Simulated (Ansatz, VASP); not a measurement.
# Mg2Co: VASP beside Ansatz, part 2 of 2

Aim: how closely do two programs agree when they are given the same cell, functional and k mesh? The cell is invented: other elements were put on sites of a known structure type. It may not be a known or stable phase. The cell is taken from a series of runs on this material, whose earlier steps may have relaxed, scaled, displaced or heated it; both programs get it as it stands. Valence electrons are named where the data sets of a main pair hold unlike numbers.

VASP 6.6.1 and Ansatz 0.2.0.

So far. Step 2 (Ansatz: single point, LDA): The run ends at a pressure of 0.69 GPa, with forces up to 0.0072 eV/Å.

## 3. VASP: single point, LDA

Level of this step: LDA, spin-polarised from a ferromagnetic start; plane waves and PAW (Mg_sv_GW, Co_sv_GW); invented cell (VASP).

The same cell, functional (in two slightly different forms), mesh and smearing now go to VASP, with its own data sets.

Lines of VASP's logs that name or quote its potential files are left out, and so is its time.

INCAR

```
SYSTEM = Mg2Co
PREC = Accurate
ENCUT = 690
EDIFF = 1E-06
NELM = 100
ISMEAR = -5
SIGMA = 0.1
LREAL = .FALSE.
ALGO = Normal
GGA = CA
NBANDS = 26
ISPIN = 2
MAGMOM = -0.01 -0.01 1.37
LMAXMIX = 4
LORBIT = 11
LWAVE = .FALSE.
LCHARG = .FALSE.
KPAR = 2
ISIF = 2
```

POSCAR

```
Mg2Co
1.0
    2.7016898208      0.0000000000      0.0000000000
    0.0000000000      2.7016898208      0.0000000000
    0.0000000000      0.0000000000      6.7929541134
Mg Co
2 1
Direct
    0.5000000000      0.0000000000      0.8146353671
    0.0000000000      0.5000000000      0.1853646329
    0.0000000000      0.0000000000      0.5000000000
```

KPOINTS

```
Automatic mesh
0
Gamma
12 12 5
0 0 0
```

The projector-augmented-wave data sets are Mg_sv_GW and Co_sv_GW (LDA family, release 64).

Launch:

```
mpirun -np 2 vasp_std
```

Numbers of over 12 decimals in the logs are rounded to 6 here.

What it wrote:

```text
[banner, memory and clock lines left out]
running    2 mpi-ranks, on    1 nodes
 distrk:  each k-point on    1 cores,    2 groups
 distr:  one band on    1 cores,    1 groups

 POSCAR found type information on POSCAR MgCo
 POSCAR found :  2 types and       3 ions
 LDA part: xc-table for (Slater(with rela. corr.)+CA(PZ))
 , standard interpolation
 POSCAR, INCAR and KPOINTS ok, starting setup
 FFT: planning ... GRIDC
 FFT: planning ... GRID_SOFT
 FFT: planning ... GRID
 WAVECAR not read
 entering main loop
       N       E                     dE             d eps       ncg     rms          rms(c)
DAV:   1     0.649000583898E+03    0.64900E+03   -0.26419E+04 13098   0.427E+03
DAV:   2     0.905836431038E+01   -0.63994E+03   -0.62563E+03 13692   0.137E+03
DAV:   3    -0.850584266665E+02   -0.94117E+02   -0.92394E+02 15576   0.555E+02
DAV:   4    -0.928590048814E+02   -0.78006E+01   -0.77001E+01 16088   0.157E+02
DAV:   5    -0.933278538711E+02   -0.46885E+00   -0.46468E+00 15480   0.316E+01    0.146E+02
DAV:   6    -0.200061208314E+03   -0.10673E+03   -0.24926E+03 15704   0.692E+02    0.828E+01
DAV:   7    -0.563862926184E+02    0.14367E+03   -0.35050E+02 12900   0.154E+03    0.409E+01
DAV:   8    -0.430018643900E+02    0.13384E+02   -0.18843E+02 17176   0.315E+02    0.344E+01
DAV:   9    -0.538480705965E+02   -0.10846E+02   -0.11496E+02 15456   0.317E+02    0.340E+01
DAV:  10    -0.443190024077E+02    0.95291E+01   -0.10270E+01 17072   0.708E+01    0.250E+01
DAV:  11    -0.396752437901E+02    0.46438E+01   -0.10478E+01 15640   0.958E+01    0.577E+00
DAV:  12    -0.395474403076E+02    0.12780E+00   -0.14765E+00 15736   0.144E+01    0.441E+00
DAV:  13    -0.404306119564E+02   -0.88317E+00   -0.41817E+00 15672   0.414E+01    0.178E+01
DAV:  14    -0.405586769731E+02   -0.12807E+00   -0.65179E-02 16076   0.311E+00    0.193E+01
[...]
DAV:  27    -0.395017131804E+02    0.13234E-02   -0.37118E-03 16344   0.873E-01    0.113E-01
DAV:  28    -0.395017253494E+02   -0.12169E-04   -0.19175E-04 15538   0.151E-01    0.974E-02
DAV:  29    -0.395017328688E+02   -0.75195E-05   -0.26204E-04 14812   0.183E-01    0.877E-02
DAV:  30    -0.395017592021E+02   -0.26333E-04   -0.24779E-05 11868   0.123E-01    0.858E-02
DAV:  31    -0.395017539029E+02    0.52992E-05   -0.26238E-05 14150   0.124E-01    0.928E-02
DAV:  32    -0.395017229061E+02    0.30997E-04   -0.68127E-06  7710   0.685E-02    0.750E-02
DAV:  33    -0.395017153986E+02    0.75074E-05   -0.16317E-04 10748   0.105E-01    0.424E-02
DAV:  34    -0.395017148169E+02    0.58169E-06   -0.44635E-06  6002   0.511E-02
   1 F= -.39501715E+02 E0= -.39501715E+02  d E =0.000000E+00  mag=     0.0003
|                                                                             |
|           W    W    AA    RRRRR   N    N  II  N    N   GGGG   !!!           |
|           W    W   A  A   R    R  NN   N  II  NN   N  G    G  !!!           |
|           W    W  A    A  R    R  N N  N  II  N N  N  G       !!!           |
|           W WW W  AAAAAA  RRRRR   N  N N  II  N  N N  G  GGG   !            |
|           WW  WW  A    A  R   R   N   NN  II  N   NN  G    G                |
|           W    W  A    A  R    R  N    N  II  N    N   GGGG   !!!           |
|                                                                             |
|     Tetrahedron method does not include variations of the Fermi             |
|     occupations, so forces and stress will be inaccurate. We suggest        |
|     using a different smearing scheme ISMEAR = 1 or 2 for metals in         |
|     relaxations.                                                            |
|                                                                             |
```

From OUTCAR (step 3):

```text
ion  position               nearest neighbor table
   1  0.500  0.000  0.815-   3 2.53   3 2.53
   2  0.000  0.500  0.185-   3 2.53   3 2.53
   3  0.000  0.000  0.500-   1 2.53   2 2.53   2 2.53   1 2.53

  LATTYP: Found a simple tetragonal cell.
 ALAT       =     2.7016898208
 C/A-ratio  =     2.5143353101

 Subroutine GETGRP returns: Found  8 space group operations
 (whereof  8 operations were pure point group operations)

The static configuration has the point symmetry D_2d.

 Found     84 irreducible k-points:

   k-points           NKPTS =     84   k-points in BZ     NKDIM =     84   number of bands    NBANDS=     26

   dimension x,y,z NGX =    24 NGY =   24 NGZ =   60
   dimension x,y,z NGXF=    48 NGYF=   48 NGZF=  120

   ENCUT  =  690.0 eV  50.71 Ry    7.12 a.u.   5.79  5.79 14.55*2*pi/ulx,y,z

   NELECT =      37.0000    total number of electrons

 k-points in reciprocal lattice and weights: Automatic mesh
   0.00000000  0.00000000  0.00000000       0.001
   0.08333333  0.00000000  0.00000000       0.006
   0.16666667  0.00000000  0.00000000       0.006
   0.25000000  0.00000000  0.00000000       0.006
   0.33333333  0.00000000  0.00000000       0.006
   0.41666667  0.00000000  0.00000000       0.006
   0.50000000  0.00000000  0.00000000       0.003
   0.08333333  0.08333333  0.00000000       0.006
   0.16666667  0.08333333  0.00000000       0.011
[...]
0.50000000  0.41666667  0.40000000       0.011
   0.50000000  0.50000000  0.40000000       0.003

 average (electrostatic) potential at core
       1 -68.5706       2 -68.5706       3 -84.3321

 E-fermi :   4.5304

 spin component 1
 k-point     1 :       0.0000    0.0000    0.0000
  band No.  band energies     occupation
    ...
     15       0.1781      1.00000
     16       2.7714      1.00000
     17       3.2121      1.00000
     18       4.3916      1.00000
     19       4.3916      1.00000
     20       4.8163      0.00000
     21       9.2088      0.00000
     22      11.0489      0.00000
     23      14.3878      0.00000
     24      16.0972      0.00000
    ...

 k-point     2 :       0.0833    0.0000    0.0000
  band No.  band energies     occupation
    ...
     15       0.3221      1.00000
     16       2.8160      1.00000
     17       3.2469      1.00000
     18       4.3325      1.00000
     19       4.3998      1.00000
     20       4.7705      0.00000
     21       9.3577      0.00000
     22      11.1311      0.00000
     23      13.0756      0.00000
     24      15.2892      0.00000
    ...

 k-point     3 :       0.1667    0.0000    0.0000
  band No.  band energies     occupation
    ...
     15       0.7448      1.00000
     16       2.9387      1.00000
     17       3.3448      1.00000
     18       4.1943      1.00000
     19       4.4223      1.00000
     20       4.6479     -0.05626
     21       9.6318      0.00000
     22      10.9656      0.00000
     23      11.4284      0.00000
     24      13.6133      0.00000
    ...

 k-point     4 :       0.2500    0.0000    0.0000
  band No.  band energies     occupation
    ...
     16       3.1231      1.00000
     17       3.4724      1.00000
     18       4.0745      1.00000
     19       4.4530      1.00000
     20       4.4866      0.71205
     21       8.3607      0.00000
     22      10.5000      0.00000
     23      11.4568      0.00000
     24      12.2184      0.00000
     25      12.4669      0.00000
    ...

 k-point     5 :       0.3333    0.0000    0.0000
  band No.  band energies     occupation
    ...
     16       3.4185      1.00000
     17       3.5102      1.00000
     18       4.1190      1.00000
     19       4.3314      1.00000
     20       4.4841      0.50192
     21       6.5009      0.00000
     22       9.3293      0.00000
     23      10.0043      0.00000
     24      11.9859      0.00000
     25      12.8521      0.00000
    ...

 k-point     6 :       0.4167    0.0000    0.0000
  band No.  band energies     occupation
    ...
     15       2.6259      1.00000
     16       3.1406      1.00000
     17       4.0042      1.00000
     18       4.2217      1.00000
     19       4.5043      1.00000
     20       4.5068      0.07922
     21       5.3259      0.00000
     22       7.8695      0.00000
     23       8.1003      0.00000
     24      13.0569      0.00000
    ...

  Total       -0.4553967     -0.4553967     -1.3662993      0.0000000     -0.0000000      0.0000000
  in kB      -14.7153557    -14.7153557    -44.1495986      0.0000000     -0.0000000      0.0000000
  external PRESSURE =     -24.5267700 kB  Pullay stress =       0.0000000 kB

  energy-cutoff  :      690.00
  volume of cell :       49.58
      direct lattice vectors                 reciprocal lattice vectors
     2.701689821  0.000000000  0.000000000     0.370138716  0.000000000  0.000000000
     0.000000000  2.701689821  0.000000000     0.000000000  0.370138716  0.000000000
     0.000000000  0.000000000  6.792954113     0.000000000  0.000000000  0.147211358

 POSITION                                       TOTAL-FORCE (eV/Angst)
 -----------------------------------------------------------------------------------
      1.35084      0.00000      5.53378         0.000000      0.000000     -0.221029
      0.00000      1.35084      1.25917        -0.000000      0.000000      0.221029
      0.00000      0.00000      3.39648        -0.000000      0.000000     -0.000000
 -----------------------------------------------------------------------------------
    total drift:                                0.000000      0.000000      0.000000

  FREE ENERGIE OF THE ION-ELECTRON SYSTEM (eV)
  ---------------------------------------------------
  free  energy   TOTEN  =       -39.5017148169 eV

  energy  without entropy=      -39.5017148169  energy(sigma->0) =      -39.50171482

 total charge
# of ion       s       p       d       f       tot
--------------------------------------------------
    1        2.244   6.034   0.015   0.000   8.294
    2        2.244   6.034   0.015   0.000   8.294
    3        2.194   6.131   6.856   0.001  15.182
--------------------------------------------------
tot          6.682  18.199   6.887   0.001  31.770

 magnetization (x)
# of ion       s       p       d       f       tot
--------------------------------------------------
    1       -0.000  -0.000  -0.000   0.000  -0.000
    2       -0.000  -0.000  -0.000   0.000  -0.000
    3       -0.000  -0.000   0.003  -0.000   0.003
--------------------------------------------------
tot         -0.000  -0.000   0.003  -0.000   0.003

[... 6 further parts left out ...]
```

The moments of VASP's start collapse, so its state is non-magnetic. With tetrahedra the forces and stress of a metal are not exact derivatives of the energy.

## 4. Differences

Known differences besides the potentials themselves: VASP starts from the moments at which Ansatz ended; the two LDA forms differ slightly; the cutoff is 420 eV in Ansatz and 690 eV in VASP; VASP's log shows a relativistic correction to its local exchange, Ansatz's none; site moments are counted in spheres of each program's own size. Total energies have different zeros and are not compared.

Compared:

| quantity | Ansatz | VASP | difference |
| --- | --- | --- | --- |
| pressure (GPa) | 0.69 | -2.45 | +3.14 |
| pressure without Ansatz's Pulay correction (GPa) | 0.63 | -2.45 | +3.08 |
| total moment (μB) | 1.33 | 0.00 | +1.33 |
| moment on Co3 (μB) | 1.37 | 0.00 | +1.37 |

Forces (eV/Å; atoms numbered as in POSCAR):

| atom | Ansatz x, y, z | VASP x, y, z |
| --- | --- | --- |
| Mg1 | 0.000, 0.000, 0.007 | 0.000, 0.000, -0.221 |
| Mg2 | 0.000, 0.000, -0.007 | 0.000, 0.000, 0.221 |
| Co3 | 0.000, 0.000, 0.000 | 0.000, 0.000, 0.000 |

The forces differ by 108 meV/Å r.m.s., where the r.m.s. force is 0.003 eV/Å in Ansatz and 0.104 eV/Å in VASP: the atoms lie near their places of rest in Ansatz, so a percentage would say little (all taken over all components). VASP's last cycles still show a density residual of 4e-03, so its state may not be settled. By their total or site moments the two runs ended in different magnetic states; the other differences may follow from that, so they don't measure the programs' precision. Ansatz's pressure holds a Pulay correction of 0.06 GPa; VASP's holds none.

## 5. Results

```
difference in total moment (single point, LDA) : 1.3 μB
r.m.s. force difference (single point, LDA)    : 108 meV/Å
difference in pressure (single point, LDA)     : 3.1 GPa
```

What this shows: The r.m.s. force difference is 108 meV/Å (single point, LDA), beyond the 12 meV/Å picked in this series as the mark of a large difference. The runs of the single point, LDA pair ended with unlike moments, so it says little about numerical agreement. By the marks of this series, far apart in the single point, LDA pair: the r.m.s. force difference, 108 meV/Å and the difference in pressure, 3.1 GPa. What causes the difference of the single point, LDA pair stays open here. How closely two codes agree says nothing of how well the functional describes the real material.

[Lines on the potential files, build, host, timing and source positions are cut from VASP's logs without a mark.]

[Logs are printed without paths, hosts, clocks, repeated set-up lines and the standing remarks that a program may print on its own settings, such as how far it seeks lower states.]

[Hosts, paths, dates, database ids (printed as entryN), source tags and the programs' standing remarks are cut or masked in the printed files.]
